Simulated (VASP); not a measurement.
```yaml
crystal:
  lattice:
    - [1.47500, -2.55477, 0.00000]
    - [1.47500, 2.55477, 0.00000]
    - [0.00000, 0.00000, 4.68000]
  atoms:
    - { symbol: Ti, position: [0.33333, 0.66667, 0.25000] }
    - { symbol: Ti, position: [0.66667, 0.33333, 0.75000] }
```

Calculation: PBE GGA, VASP's PBE PAW potentials (set 64) (plane waves; VASP). Settings: 400 eV cut-off, 13×13×7 Γ-centred mesh, first-order Methfessel-Paxton smearing of 0.10 eV, potentials Ti_sv.

### Question
Give the stress tensor in GPa (positive for a compressed cell).

### Answer

```
-2.39   0.00   0.00
 0.00  -2.39   0.00
 0.00   0.00  -2.63
```
The pressure is its mean diagonal, -2.47 GPa.

The compound is Ti in the hcp structure. The cell was not relaxed at this level.
